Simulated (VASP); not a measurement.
Enthalpies of GaP started in several structure types, each of which keeps its space group, in meV/atom over the zinc blende form. These are PBEsol GGA, VASP's PBE PAW potentials (set 64) (plane waves; VASP) values and carry that method's errors.

```
P (GPa)  rock salt  wurtzite  zinc blende  CsCl type  NiAs type
-------  ---------  --------  -----------  ---------  ---------
0              346         9            0        677        382
5              239         9            0        547        280
10             140         9            0        423        184
20             -43         8            0        190          8
30            -209         7            0        -29       -150
45            -437         5            0       -335       -374
```

Task: Which of these forms is stable at each pressure?

Result: The zinc blende form is lowest at zero pressure; rock salt takes over from zinc blende near 18 GPa (by linear interpolation, static lattice, among these forms alone).

Structures that changed their space group on the way, and pressures that one of them lacks, are left out.
